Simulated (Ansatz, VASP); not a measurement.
# LaCoPO: VASP beside Ansatz, part 2 of 2

Aim: how closely do two programs agree when they are given the same cell, functional and k mesh? The cell is taken from a series of VASP runs on this material, whose earlier steps may have relaxed, scaled or displaced it; both programs get it as it stands. Other levels of theory on this material are compared in a session of their own.

VASP 6.6.1 and Ansatz 0.2.0.

So far: The structure; Ansatz: band structure, LDA, DFT+U.

## (3) VASP: band structure, LDA, DFT+U

Level of this step: LDA, DFT+U (Co d 5 eV), spin-polarised from a ferromagnetic start; plane waves and PAW (La, Co, P, O) (VASP).

The same cell, functional (in two slightly different forms), mesh and smearing now go to VASP, with its own data sets and cutoff.

Lines of VASP's logs that name or quote its potential files are left out, and so is its time.

The input, INCAR:

```
SYSTEM = LaCoPO
PREC = Accurate
ENCUT = 520
EDIFF = 1E-06
NELM = 150
ISMEAR = 0
SIGMA = 0.05
LREAL = .FALSE.
ALGO = Normal
GGA = CA
NBANDS = 56
ISPIN = 2
MAGMOM = -0.003 -0.003 0.764 0.764 -0.012 -0.012 -0.001 -0.001
LDAU = .TRUE.
LDAUTYPE = 2
LDAUL = -1 2 -1 -1
LDAUU = 0 5 0 0
LDAUJ = 0 0 0 0
LDAUPRINT = 1
LASPH = .TRUE.
LMAXMIX = 6
AMIX = 0.2
BMIX = 1E-04
AMIX_MAG = 0.8
BMIX_MAG = 1E-04
LORBIT = 11
LWAVE = .FALSE.
LCHARG = .FALSE.
KPAR = 4
```

The input, POSCAR:

```
LaCoPO
1.0
    3.9084862103      0.0000000000      0.0000000000
    0.0000000000      3.9084862103      0.0000000000
    0.0000000000      0.0000000000      8.0129748136
La Co P O
2 2 2 2
Direct
    0.0000000000      0.5000000000      0.8438019325
    0.5000000000      0.0000000000      0.1561980675
    0.5000000000      0.5000000000      0.5000000000
    0.0000000000      0.0000000000      0.5000000000
    0.5000000000      0.0000000000      0.6157386906
    0.0000000000      0.5000000000      0.3842613094
    0.0000000000      0.0000000000      0.0000000000
    0.5000000000      0.5000000000      0.0000000000
```

The input, KPOINTS:

```
Automatic mesh
0
Gamma
6 6 3
0 0 0
```

The input, KPOINTS_OPT:

```
Line mode
12
Line-mode
Reciprocal
  0.00000000   0.00000000   0.00000000 GAMMA
  0.00000000   0.50000000   0.00000000 X

  0.00000000   0.50000000   0.00000000 X
  0.50000000   0.50000000   0.00000000 M

  0.50000000   0.50000000   0.00000000 M
  0.00000000   0.00000000   0.00000000 GAMMA

  0.00000000   0.00000000   0.00000000 GAMMA
  0.00000000   0.00000000   0.50000000 Z

  0.00000000   0.00000000   0.50000000 Z
  0.00000000   0.50000000   0.50000000 R

  0.00000000   0.50000000   0.50000000 R
  0.50000000   0.50000000   0.50000000 A

  0.50000000   0.50000000   0.50000000 A
  0.00000000   0.00000000   0.50000000 Z

  0.00000000   0.50000000   0.00000000 X
  0.00000000   0.50000000   0.50000000 R

  0.50000000   0.50000000   0.00000000 M
  0.50000000   0.50000000   0.50000000 A
```

The projector-augmented-wave data sets are La, Co, P and O (LDA family, release 64).

The run is started by

```console
$ mpirun -np 4 vasp_std
```

Numbers of over 12 decimals in the logs are rounded to 6 here.

The log of the run:

```text
[banner, memory and clock lines left out]
running    4 mpi-ranks, on    1 nodes
 distrk:  each k-point on    1 cores,    4 groups
 distr:  one band on    1 cores,    1 groups

 POSCAR found type information on POSCAR LaCoP O
 POSCAR found :  4 types and       8 ions
 LDA part: xc-table for (Slater(with rela. corr.)+CA(PZ))
 , standard interpolation
 POSCAR, INCAR and KPOINTS ok, starting setup
 FFT: planning ... GRIDC
 FFT: planning ... GRID_SOFT
 FFT: planning ... GRID
 WAVECAR not read
 entering main loop
       N       E                     dE             d eps       ncg     rms          rms(c)
DAV:   1     0.627310076066E+03    0.62731E+03   -0.21858E+04  5176   0.163E+03
DAV:   2     0.825477464983E+02   -0.54476E+03   -0.44665E+03  4712   0.322E+02
DAV:   3    -0.511962178682E+02   -0.13374E+03   -0.11999E+03  5192   0.165E+02
DAV:   4    -0.653747841604E+02   -0.14179E+02   -0.13765E+02  6848   0.541E+01
DAV:   5    -0.661748661787E+02   -0.80008E+00   -0.79566E+00  8120   0.134E+01    0.252E+01
DAV:   6    -0.622117481656E+02    0.39631E+01   -0.32122E+01  8032   0.486E+01    0.183E+01
DAV:   7    -0.592060594870E+02    0.30057E+01   -0.13683E+01  7344   0.405E+01    0.116E+01
DAV:   8    -0.594088000960E+02   -0.20274E+00   -0.34916E+00  7952   0.896E+00    0.788E+00
DAV:   9    -0.593361134659E+02    0.72687E-01   -0.95491E-01  6008   0.984E+00    0.316E+00
DAV:  10    -0.593397591733E+02   -0.36457E-02   -0.32450E-01  7000   0.377E+00    0.161E+00
DAV:  11    -0.593391421543E+02    0.61702E-03   -0.55327E-02  7200   0.177E+00    0.604E-01
DAV:  12    -0.593434658885E+02   -0.43237E-02   -0.28109E-02  7352   0.104E+00    0.331E-01
DAV:  13    -0.593451401152E+02   -0.16742E-02   -0.81610E-03  7192   0.535E-01    0.244E-01
DAV:  14    -0.593459029457E+02   -0.76283E-03   -0.14451E-03  8224   0.222E-01    0.176E-01
DAV:  15    -0.593468693216E+02   -0.96638E-03   -0.13433E-03  8264   0.231E-01    0.912E-02
DAV:  16    -0.593470519086E+02   -0.18259E-03   -0.54684E-04  7696   0.154E-01    0.355E-02
DAV:  17    -0.593470795319E+02   -0.27623E-04   -0.11199E-04  6768   0.630E-02    0.205E-02
DAV:  18    -0.593470940088E+02   -0.14477E-04   -0.20106E-05  6816   0.217E-02    0.135E-02
DAV:  19    -0.593471007205E+02   -0.67118E-05   -0.58939E-06  5064   0.205E-02    0.751E-03
DAV:  20    -0.593471020068E+02   -0.12863E-05   -0.36740E-06  4264   0.117E-02    0.494E-03
DAV:  21    -0.593471023869E+02   -0.38010E-06   -0.56532E-07  3464   0.501E-03
   1 F= -.59347102E+02 E0= -.59346549E+02  d E =-.110657E-02  mag=     1.3915
 Start KPOINTS_OPT (optional k-point list driver)
k-point batch [1-20\108]
       N       E                     dE             ncg
DAV:   1     0.133418265563E+05   -0.10536E+05     5088
DAV:   2     0.273519854274E+04   -0.10607E+05     4672
DAV:   3     0.368099360457E+03   -0.23671E+04     4808
DAV:   4     0.739987980788E+02   -0.29410E+03     7032
DAV:   5     0.555988836214E+02   -0.18400E+02     8248
DAV:   6     0.545974010756E+02   -0.10015E+01     7840
DAV:   7     0.545420520653E+02   -0.55349E-01     8336
DAV:   8     0.545394105692E+02   -0.26415E-02     7752
DAV:   9     0.545392825353E+02   -0.12803E-03     8240
DAV:  10     0.545392751984E+02   -0.73370E-05     6320
DAV:  11     0.545392748729E+02   -0.32549E-06     3328
[...]
k-point batch [101-108\108]
       N       E                     dE             ncg
DAV:   1     0.273500088990E+05   -0.12785E+05     2024
DAV:   2     0.231782182744E+05   -0.41718E+04     1904
DAV:   3     0.222724277265E+05   -0.90579E+03     2088
DAV:   4     0.221585804769E+05   -0.11385E+03     2752
DAV:   5     0.221520327595E+05   -0.65477E+01     3272
DAV:   6     0.221515839359E+05   -0.44882E+00     3128
DAV:   7     0.221515632920E+05   -0.20644E-01     3264
DAV:   8     0.221515623413E+05   -0.95068E-03     3192
DAV:   9     0.221515623069E+05   -0.34429E-04     3264
DAV:  10     0.221515623052E+05   -0.17090E-05     2216
DAV:  11     0.221515623051E+05   -0.93158E-07     1280
```

From OUTCAR (step 3):

```text
ion  position               nearest neighbor table
   1  0.000  0.500  0.844-   7 2.32   8 2.32   7 2.32   8 2.32   5 3.31   5 3.31   5 3.31   5 3.31
                             3 3.38   4 3.38   4 3.38   3 3.38
   2  0.500  0.000  0.156-   7 2.32   8 2.32   8 2.32   7 2.32   6 3.31   6 3.31   6 3.31   6 3.31
                             4 3.38   3 3.38   4 3.38   3 3.38
   3  0.500  0.500  0.500-   5 2.16   6 2.16   5 2.16   6 2.16   4 2.76   4 2.76   4 2.76   4 2.76
                             1 3.38   2 3.38   2 3.38   1 3.38
   4  0.000  0.000  0.500-   5 2.16   6 2.16   6 2.16   5 2.16   3 2.76   3 2.76   3 2.76   3 2.76
                             2 3.38   1 3.38   2 3.38   1 3.38
   5  0.500  0.000  0.616-   3 2.16   4 2.16   3 2.16   4 2.16   1 3.31   1 3.31   1 3.31   1 3.31

  LATTYP: Found a simple tetragonal cell.
 ALAT       =     3.9084862103
 C/A-ratio  =     2.0501479044

 Subroutine GETGRP returns: Found 16 space group operations
 (whereof  8 operations were pure point group operations)

The static configuration has the point symmetry D_2d.
 The point group associated with its full space group is D_4h.

 Found     20 irreducible k-points:

   k-points           NKPTS =     20   k-points in BZ     NKDIM =     20   number of bands    NBANDS=     56

   dimension x,y,z NGX =    30 NGY =   30 NGZ =   60
   dimension x,y,z NGXF=    60 NGYF=   60 NGZF=  120

   ENCUT  =  520.0 eV  38.22 Ry    6.18 a.u.   7.27  7.27 14.90*2*pi/ulx,y,z

   NELECT =      62.0000    total number of electrons

 k-points in reciprocal lattice and weights: Automatic mesh
   0.00000000  0.00000000  0.00000000       0.009
   0.16666667  0.00000000  0.00000000       0.037
   0.33333333  0.00000000  0.00000000       0.037
   0.50000000  0.00000000  0.00000000       0.019
   0.16666667  0.16666667  0.00000000       0.037
   0.33333333  0.16666667  0.00000000       0.074
   0.50000000  0.16666667  0.00000000       0.037
   0.33333333  0.33333333  0.00000000       0.037
   0.50000000  0.33333333  0.00000000       0.037
[...]
0.50000000  0.33333333  0.33333333       0.074
   0.50000000  0.50000000  0.33333333       0.019

atom =   3  type =  2  l = 2

 onsite density matrix

spin component  1

  0.9348 -0.0000 -0.0000 -0.0000 -0.0000
 -0.0000  0.8477  0.0000  0.0000  0.0000
 -0.0000  0.0000  0.8652  0.0000 -0.0000
 -0.0000  0.0000  0.0000  0.8477 -0.0000
 -0.0000  0.0000 -0.0000 -0.0000  0.7913

spin component  2

  0.3256  0.0000  0.0000  0.0000 -0.0000
  0.0000  0.8208 -0.0000 -0.0000  0.0000
  0.0000 -0.0000  0.8028 -0.0000  0.0000
  0.0000 -0.0000 -0.0000  0.8208  0.0000
 -0.0000  0.0000  0.0000  0.0000  0.7590

 occupancies and eigenvectors

  o =  0.3256  v =  0.0000  0.0000  0.0000  0.0000  0.0000  1.0000  0.0000  0.0000  0.0000  0.0000      0.0000  0.0000  0.0000  0.0000  0.0000  0.0000  0.0000  0.0000  0.0000  0.0000
  o =  0.7590  v =  0.0000  0.0000  0.0000  0.0000  0.0000  0.0000  0.0000  0.0000  0.0000  1.0000      0.0000  0.0000  0.0000  0.0000  0.0000  0.0000  0.0000  0.0000  0.0000  0.0000
  o =  0.7913  v =  0.0000  0.0000 -0.0000  0.0000 -1.0000  0.0000  0.0000  0.0000  0.0000  0.0000      0.0000  0.0000  0.0000  0.0000  0.0000  0.0000  0.0000  0.0000  0.0000  0.0000
  o =  0.8028  v =  0.0000  0.0000  0.0000  0.0000  0.0000  0.0000 -0.0000  1.0000  0.0000 -0.0000      0.0000  0.0000  0.0000  0.0000  0.0000  0.0000  0.0000  0.0000  0.0000  0.0000
  o =  0.8208  v =  0.0000  0.0000  0.0000  0.0000  0.0000  0.0000 -0.0268 -0.0000  0.9996  0.0000      0.0000  0.0000  0.0000  0.0000  0.0000  0.0000  0.0000  0.0000  0.0000  0.0000
  o =  0.8208  v =  0.0000  0.0000  0.0000  0.0000  0.0000  0.0000  0.9996 -0.0000  0.0268 -0.0000      0.0000  0.0000  0.0000  0.0000  0.0000  0.0000  0.0000  0.0000  0.0000  0.0000
  o =  0.8477  v =  0.0000  0.9280 -0.0000 -0.3726  0.0000  0.0000  0.0000  0.0000  0.0000  0.0000      0.0000  0.0000  0.0000  0.0000  0.0000  0.0000  0.0000  0.0000  0.0000  0.0000
  o =  0.8477  v =  0.0000 -0.3726  0.0000 -0.9280 -0.0000  0.0000  0.0000  0.0000  0.0000  0.0000      0.0000  0.0000  0.0000  0.0000  0.0000  0.0000  0.0000  0.0000  0.0000  0.0000
  o =  0.8652  v =  0.0000  0.0000  1.0000  0.0000 -0.0000  0.0000  0.0000  0.0000  0.0000  0.0000      0.0000  0.0000  0.0000  0.0000  0.0000  0.0000  0.0000  0.0000  0.0000  0.0000
  o =  0.9348  v =  1.0000  0.0000  0.0000  0.0000  0.0000  0.0000  0.0000  0.0000  0.0000  0.0000      0.0000  0.0000  0.0000  0.0000  0.0000  0.0000  0.0000  0.0000  0.0000  0.0000

atom =   4  type =  2  l = 2

[...]
o =  0.8208  v =  0.0000  0.0000  0.0000  0.0000  0.0000  0.0000  0.9998 -0.0000 -0.0187 -0.0000      0.0000  0.0000  0.0000  0.0000  0.0000  0.0000  0.0000  0.0000  0.0000  0.0000
  o =  0.8208  v =  0.0000  0.0000  0.0000  0.0000  0.0000  0.0000  0.0187 -0.0000  0.9998  0.0000      0.0000  0.0000  0.0000  0.0000  0.0000  0.0000  0.0000  0.0000  0.0000  0.0000
  o =  0.8477  v =  0.0000  0.9996 -0.0000  0.0281  0.0000  0.0000  0.0000  0.0000  0.0000  0.0000      0.0000  0.0000  0.0000  0.0000  0.0000  0.0000  0.0000  0.0000  0.0000  0.0000
  o =  0.8477  v =  0.0000  0.0281  0.0000 -0.9996  0.0000  0.0000  0.0000  0.0000  0.0000  0.0000      0.0000  0.0000  0.0000  0.0000  0.0000  0.0000  0.0000  0.0000  0.0000  0.0000
  o =  0.8652  v =  0.0000 -0.0000 -1.0000 -0.0000  0.0000  0.0000  0.0000  0.0000  0.0000  0.0000      0.0000  0.0000  0.0000  0.0000  0.0000  0.0000  0.0000  0.0000  0.0000  0.0000
  o =  0.9348  v =  1.0000  0.0000  0.0000  0.0000  0.0000  0.0000  0.0000  0.0000  0.0000  0.0000      0.0000  0.0000  0.0000  0.0000  0.0000  0.0000  0.0000  0.0000  0.0000  0.0000

 average (electrostatic) potential at core
       1 -93.8025       2 -93.8025       3 -78.3956       4 -78.3956       5 -80.7903
       6 -80.7903       7 -67.2403       8 -67.2403

 E-fermi :   8.7873

 spin component 1
 k-point     1 :       0.0000    0.0000    0.0000
  band No.  band energies     occupation
    ...
     27       6.4750      1.00000
     28       6.5859      1.00000
     29       7.5065      1.00000
     30       7.5065      1.00000
     31       8.0497      1.00000
     32      10.5663      0.00000
     33      10.7967      0.00000
     34      11.1320      0.00000
     35      11.2204      0.00000
     36      11.2204      0.00000
    ...

 k-point     2 :       0.1667    0.0000    0.0000
  band No.  band energies     occupation
    ...
     27       6.3254      1.00000
     28       6.5553      1.00000
     29       6.9996      1.00000
     30       7.8191      1.00000
     31       8.0832      1.00000
     32      10.1200      0.00000
     33      10.7383      0.00000
     34      10.8834      0.00000
     35      10.9352      0.00000
     36      11.6172      0.00000
    ...

 k-point     3 :       0.3333    0.0000    0.0000
  band No.  band energies     occupation
    ...
     27       6.2654      1.00000
     28       6.3461      1.00000
     29       6.8339      1.00000
     30       7.8463      1.00000
     31       8.5288      1.00000
     32       9.5187      0.00000
     33      10.1538      0.00000
     34      10.2579      0.00000
     35      11.2678      0.00000
     36      11.6080      0.00000
    ...

 k-point     4 :       0.5000    0.0000    0.0000
  band No.  band energies     occupation
    ...
     26       5.6764      1.00000
     27       6.1736      1.00000
     28       6.1736      1.00000
     29       7.2182      1.00000
     30       7.2182      1.00000
     31       9.3367      0.00000
     32       9.3367      0.00000
     33       9.8034      0.00000
     34       9.8034      0.00000
     35      11.4514      0.00000
    ...

 k-point     5 :       0.1667    0.1667    0.0000
  band No.  band energies     occupation
    ...
     27       6.3118      1.00000
     28       6.5758      1.00000
     29       6.9371      1.00000
     30       7.3912      1.00000
     31       8.0612      1.00000
     32       9.8756      0.00000
     33       9.9313      0.00000
     34      10.3922      0.00000
     35      11.4036      0.00000
     36      11.7171      0.00000
    ...

 k-point     6 :       0.3333    0.1667    0.0000
  band No.  band energies     occupation
    ...
     27       6.3141      1.00000
     28       6.4741      1.00000
     29       6.7003      1.00000
     30       7.7471      1.00000
     31       7.8331      1.00000
     32       9.1951      0.00000
     33       9.2787      0.00000
     34       9.7990      0.00000
     35      11.6411      0.00000
     36      11.9543      0.00000
    ...

  Total        0.0005155      0.0005155     -0.0018826      0.0000000      0.0000000     -0.0000000
  in kB        0.0067471      0.0067471     -0.0246405      0.0000000      0.0000000     -0.0000000
  external PRESSURE =      -0.0037154 kB  Pullay stress =       0.0000000 kB

  energy-cutoff  :      520.00
  volume of cell :      122.41
      direct lattice vectors                 reciprocal lattice vectors
     3.908486210  0.000000000  0.000000000     0.255853532  0.000000000  0.000000000
     0.000000000  3.908486210  0.000000000     0.000000000  0.255853532  0.000000000
     0.000000000  0.000000000  8.012974814     0.000000000  0.000000000  0.124797597

 POSITION                                       TOTAL-FORCE (eV/Angst)
 -----------------------------------------------------------------------------------
      0.00000      1.95424      6.76136        -0.000000     -0.000000     -0.006778
      1.95424      0.00000      1.25161        -0.000000      0.000000      0.006778
      1.95424      1.95424      4.00649         0.000000     -0.000000      0.000000
      0.00000      0.00000      4.00649        -0.000000     -0.000000      0.000000
      1.95424      0.00000      4.93390        -0.000000     -0.000000      0.002558
      0.00000      1.95424      3.07908        -0.000000      0.000000     -0.002558
      0.00000      0.00000      0.00000        -0.000000      0.000000      0.000000
      1.95424      1.95424      0.00000         0.000000     -0.000000      0.000000
 -----------------------------------------------------------------------------------
    total drift:                                0.000000      0.000000     -0.000000

  FREE ENERGIE OF THE ION-ELECTRON SYSTEM (eV)
  ---------------------------------------------------
  free  energy   TOTEN  =       -59.3471023869 eV

  energy  without entropy=      -59.3459958162  energy(sigma->0) =      -59.34654910

 total charge
# of ion       s       p       d       f       tot
--------------------------------------------------
    1        2.040   5.675   0.736   0.272   8.724
    2        2.040   5.675   0.736   0.272   8.724
    3        0.478   0.585   7.772   0.000   8.835
    4        0.478   0.585   7.772   0.000   8.835
    5        1.037   1.479   0.000   0.000   2.516
    6        1.037   1.479   0.000   0.000   2.516
    7        1.564   3.471   0.000   0.000   5.035
    8        1.564   3.471   0.000   0.000   5.035
--------------------------------------------------
tot         10.238  22.420  17.016   0.545  50.219

 magnetization (x)
# of ion       s       p       d       f       tot
--------------------------------------------------
    1       -0.001   0.000  -0.000  -0.002  -0.003
    2       -0.001   0.000  -0.000  -0.002  -0.003
    3        0.011  -0.005   0.758   0.000   0.764
    4        0.011  -0.005   0.758   0.000   0.764
    5       -0.000  -0.012   0.000   0.000  -0.012
    6       -0.000  -0.012   0.000   0.000  -0.012
    7       -0.000  -0.001   0.000   0.000  -0.001
    8       -0.000  -0.001   0.000   0.000  -0.001
--------------------------------------------------
tot          0.020  -0.036   1.516  -0.004   1.495

[... 6 further parts left out ...]
```

Spin-orbit coupling is off here; with elements this heavy it splits and shifts levels by tenths of an eV or more.

## (4) Side by side

Known differences besides the potentials themselves: U acts on the PAW sphere in VASP and on atomic orbitals in Ansatz, so only states and trends compare; the two LDA forms differ slightly; the data sets hold 78 valence electrons in Ansatz (default PAW (the set named soft_2) files) and 62 in VASP; the cutoff is 420 eV in Ansatz and 520 eV in VASP; VASP's log shows a relativistic correction to its local exchange, Ansatz's none; site moments are counted in spheres of each program's own size. Total energies have different zeros and are not compared.

The two programs side by side:

| quantity | Ansatz | VASP | difference |
| --- | --- | --- | --- |
| pressure (GPa) | 2.63 | 0.00 | +2.63 |
| pressure without Ansatz's Pulay correction (GPa) | 2.31 | 0.00 | +2.31 |
| total moment (μB) | 1.39 | 1.39 | 0.00 |
| moment on Co3 (μB) | 0.74 | 0.76 | -0.03 |
| moment on Co4 (μB) | 0.74 | 0.76 | -0.03 |

At this near-relaxed geometry the largest component of a force difference is 406 meV/Å. Ansatz's pressure holds a Pulay correction of 0.32 GPa; VASP's holds none.

## (5) Results

| Property | Result |
| --- | --- |
| difference in total moment (band structure, LDA, DFT+U) | -3.9e-4 μB |
| r.m.s. force difference (band structure, LDA, DFT+U) | 124 meV/Å |
| difference in pressure (band structure, LDA, DFT+U) | 2.6 GPa |

In words: The r.m.s. force difference is 124 meV/Å (band structure, LDA, DFT+U). 3 further runs of this series are not shown here. How closely two codes agree says nothing of how well the functional describes the real material.

[Lines on the potential files, build, host, timing and source positions are cut from VASP's logs without a mark.]

[Logs are printed without paths, hosts, clocks, repeated set-up lines and the standing remarks that a program may print on its own settings, such as how far it seeks lower states.]

[Hosts, paths, dates, database ids (printed as entryN), source tags and the programs' standing remarks are cut or masked in the printed files.]
